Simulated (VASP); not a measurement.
Computed with RPBE GGA, VASP's PBE PAW potentials (set 64) (plane waves; VASP 6.6.1).

A VASP calculation is set up with these files.

File POSCAR:
```
Ba
1.0
 -2.5812890248   2.5812890248   2.5812890248
  2.5812890248  -2.5812890248   2.5812890248
  2.5812890248   2.5812890248  -2.5812890248
Ba
1
Direct
  0.0000000000   0.0000000000   0.0000000000
```

**KPOINTS**
```
Automatic mesh
0
Gamma
9 9 9
0 0 0
```

**INCAR**
```
# general
SYSTEM  = Ba
PREC    = Accurate
ENCUT   = 520
LREAL   = F
LASPH   = T

# electronic loop
EDIFF   = 1E-6
NELM    = 100
ALGO    = Normal
LMAXMIX = 4

# smearing
ISMEAR  = 1
SIGMA   = 0.1

# functional
GGA     = RP

# ions
IBRION  = 2
NSW     = 60
ISIF    = 3
EDIFFG  = -0.01

# output
LWAVE   = F
LCHARG  = F
```

POTCAR, in this order: Ba_sv (PBE.64 set). Program: vasp_std.

What VASP printed:

OUTCAR:
```
 ion  position               nearest neighbor table
   1  0.000  0.000  0.000-
  LATTYP: Found a body centered cubic cell.
 ALAT       =     5.1625780496
 Subroutine PRICEL returns:
 Original cell was already a primitive cell.
 Subroutine GETGRP returns: Found 48 space group operations
The static configuration has the point symmetry O_h .
The dynamic configuration has the point symmetry O_h .
 Subroutine INISYM returns: Found 48 space group operations
 Subroutine IBZKPT returns following result:
 Found     35 irreducible k-points:

 Following reciprocal coordinates:
            Coordinates               Weight
  0.000000  0.000000  0.000000      1.000000
  0.111111  0.000000  0.000000     12.000000
  0.222222  0.000000  0.000000     12.000000
  0.333333  0.000000  0.000000     12.000000
  0.444444  0.000000  0.000000     12.000000
  0.111111  0.111111  0.000000     24.000000
  0.222222  0.111111  0.000000     48.000000
  0.333333  0.111111  0.000000     48.000000
  0.444444  0.111111 -0.000000     24.000000
  0.222222  0.222222  0.000000     24.000000
  0.333333  0.222222 -0.000000     48.000000
  0.333333  0.333333  0.000000      8.000000
  0.111111  0.111111  0.111111      8.000000
  0.222222  0.111111  0.111111     24.000000
  0.333333  0.111111  0.111111     24.000000
 -0.111111  0.111111  0.111111      6.000000
  0.222222  0.222222  0.111111     24.000000
  0.333333  0.222222  0.111111     24.000000
 -0.222222  0.222222  0.111111     24.000000
 -0.333333  0.333333  0.111111     24.000000
 -0.222222  0.333333  0.111111     24.000000
 -0.444444  0.444444  0.111111     24.000000
 -0.333333  0.444444  0.111111     48.000000
 -0.444444 -0.444444  0.111111     24.000000
 -0.333333 -0.444444  0.111111     24.000000
  0.222222  0.222222  0.222222      8.000000
 -0.222222  0.222222  0.222222      6.000000
 -0.333333  0.333333  0.222222     24.000000
 -0.444444  0.444444  0.222222     24.000000
 -0.333333  0.444444  0.222222     24.000000
 -0.444444 -0.444444  0.222222     24.000000
 -0.333333  0.333333  0.333333      6.000000
 -0.444444  0.444444  0.333333     24.000000
 -0.444444 -0.444444  0.333333      8.000000
 -0.444444  0.444444  0.444444      6.000000
   k-points           NKPTS =     35   k-points in BZ     NKDIM =     35   number of bands    NBANDS=      9
   number of dos      NEDOS =    301   number of ions     NIONS =      1
   total plane-waves  NPLWV =  46656
   dimension x,y,z NGX =    36 NGY =   36 NGZ =   36
   dimension x,y,z NGXF=    72 NGYF=   72 NGZF=   72
   ions per type =               1
   PREC   = accura    normal or accurate (medium, high low for compatibility)
   ISTART =      0    job   : 0-new  1-cont  2-samecut
   ICHARG =      2    charge: 1-file 2-atom 10-const
   ISPIN  =      1    spin polarized calculation?
   LNONCOLLINEAR =      F non collinear calculations
   LSORBIT =      F    spin-orbit coupling
   INIWAV =      1    electr: 0-lowe 1-rand  2-diag
   ENCUT  =  520.0 eV  38.22 Ry    6.18 a.u.   8.31  8.31  8.31*2*pi/ulx,y,z
   NELM   =    100;   NELMIN=  2; NELMDL= -5     # of ELM steps
   EDIFF  = 0.1E-05   stopping-criterion for ELM
   LREAL  =      F    real-space projection
   NLSPLINE    = F    spline interpolate recip. space projectors
   LMAXMIX     =    4 max onsite mixed and CHGCAR
   VOSKOWN=      0    Vosko Wilk Nusair interpolation
   EDIFFG = -.1E-01   stopping-criterion for IOM
   NSW    =     60    number of steps for IOM
   NBLOCK =      1;   KBLOCK =     60    inner block; outer block
   IBRION =      2    ionic relax: 0-MD 1-quasi-New 2-CG
   NFREE  =      1    steps in history (QN), initial steepest desc. (CG)
...
```

**OSZICAR**
```
       N       E                     dE             d eps       ncg     rms          rms(c)
DAV:   1     0.618452429283E+02    0.61845E+02   -0.42860E+03   630   0.903E+02
DAV:   2     0.102746725326E+01   -0.60818E+02   -0.60021E+02   769   0.149E+02
DAV:   3    -0.161778780962E+01   -0.26453E+01   -0.26234E+01   801   0.375E+01
DAV:   4    -0.167841087961E+01   -0.60623E-01   -0.60497E-01  1012   0.484E+00
DAV:   5    -0.167923495487E+01   -0.82408E-03   -0.82362E-03   885   0.391E-01    0.152E+00
DAV:   6    -0.168284846139E+01   -0.36135E-02   -0.37650E-03   885   0.699E-01    0.917E-01
DAV:   7    -0.168682344849E+01   -0.39750E-02   -0.10765E-02   699   0.132E+00    0.551E-02
DAV:   8    -0.168712093597E+01   -0.29749E-03   -0.50715E-04   984   0.208E-01    0.275E-02
DAV:   9    -0.168714103075E+01   -0.20095E-04   -0.17739E-05   928   0.340E-02    0.938E-03
DAV:  10    -0.168714634713E+01   -0.53164E-05   -0.13754E-05   768   0.333E-02    0.106E-03
DAV:  11    -0.168714630662E+01    0.40508E-07   -0.56286E-07   585   0.501E-03
   1 F= -.16871463E+01 E0= -.16867934E+01  d E =-.168715E+01
```

### OUTCAR
```
------------------------ aborting loop because EDIFF is reached ----------------------------------------
  FORCE on cell =-STRESS in cart. coord.  units (eV):
  Direction    XX          YY          ZZ          XY          YZ          ZX
  --------------------------------------------------------------------------------------
  Total       -0.0019214     -0.0019214     -0.0019214     -0.0000000      0.0000000     -0.0000000
  in kB       -0.0447472     -0.0447472     -0.0447472     -0.0000000      0.0000000     -0.0000000
  external PRESSURE =      -0.0447472 kB  Pullay stress =       0.0000000 kB
  volume of cell :       68.80
      direct lattice vectors                 reciprocal lattice vectors
    -2.581289025  2.581289025  2.581289025     0.000000000  0.193701672  0.193701672
     2.581289025 -2.581289025  2.581289025     0.193701672  0.000000000  0.193701672
     2.581289025  2.581289025 -2.581289025     0.193701672  0.193701672  0.000000000
 POSITION                                       TOTAL-FORCE (eV/Angst)
 -----------------------------------------------------------------------------------
      0.00000      0.00000      0.00000        -0.000000      0.000000     -0.000000
 -----------------------------------------------------------------------------------
    total drift:                               -0.000000      0.000000      0.000000
  FREE ENERGIE OF THE ION-ELECTRON SYSTEM (eV)
  ---------------------------------------------------
  free  energy   TOTEN  =        -1.6871463066 eV

  energy  without entropy=       -1.6860876473  energy(sigma->0) =       -1.68679342

 reached required accuracy - stopping structural energy minimisation
```
(Selected blocks of OUTCAR.)

The compound is Ba in the bcc structure. It was relaxed first, which changed the volume by +9 %. The start is the result of an earlier pass.
